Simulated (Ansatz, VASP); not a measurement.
## PIr: VASP beside Ansatz

```
Ir P
1.0
     0.00000    2.51314    2.51314
     2.51314    0.00000    2.51314
     2.51314    2.51314    0.00000
Ir P
1 1
Direct
  0.00000 0.00000 0.00000
  0.50000 0.50000 0.50000
```

Change from the starting cell: volume scaled by 1.06.

Alike in both runs: task single point; functional PBE; k mesh 13 × 13 × 13; occupations fermi-dirac, width 0.05 eV; no spin polarisation.

```csv
,VASP,Ansatz
version,VASP 6.6.1,Ansatz 0.2.0
potentials or method,"VASP PAW PBE potentials, release 64 (Ir, P), cutoff 520 eV","all-electron LAPW, scalar-relativistic"
```

VASP gave:

- pressure (GPa): -10.1

**Question.** Estimate Ansatz's values.

**Answer.** Pressure (GPa): -10.4.

Ansatz ran all-electron here, so the differences hold the error of VASP's frozen core and of both bases.

The runs have no spin-orbit coupling, so splittings on Ir are missing.
